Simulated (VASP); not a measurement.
Given:

```yaml
crystal:
  lattice:
    - [0.00000, 3.01672, 3.01672]
    - [3.01672, 0.00000, 3.01672]
    - [3.01672, 3.01672, 0.00000]
  atoms:
    - { symbol: Cu, position: [0.00000, 0.00000, 0.00000] }
    - { symbol: I, position: [0.25000, 0.25000, 0.25000] }
```

Computed with PBE GGA with D3 dispersion (Becke-Johnson damping), VASP's PBE PAW potentials (set 64) (plane waves; VASP 6.6.1). Run with 520 eV cut-off, 8×8×8 Γ-centred mesh, Gaussian smearing of 0.050 eV, potentials Cu I.

Unless said otherwise, spin-orbit coupling is left out, though it shifts the bands of the heavy elements here.

### Question
What does the run give for the energy per atom (σ→0), pressure, band gap (on the k-mesh) with the smallest direct gap where there is one?

### Answer

The band gap (on the k-mesh) is 1.18 eV, the smallest direct gap (on the k-mesh) comes out as 1.18 eV and the energy per atom (σ→0) comes out as -3.127 eV/atom. The pressure is -13.2 kbar.

The absolute energy has meaning only against runs of the same code, potentials and settings.

The compound is CuI in the zinc blende structure. This cell is one point of a volume scan, at 1.03 of the reference volume.
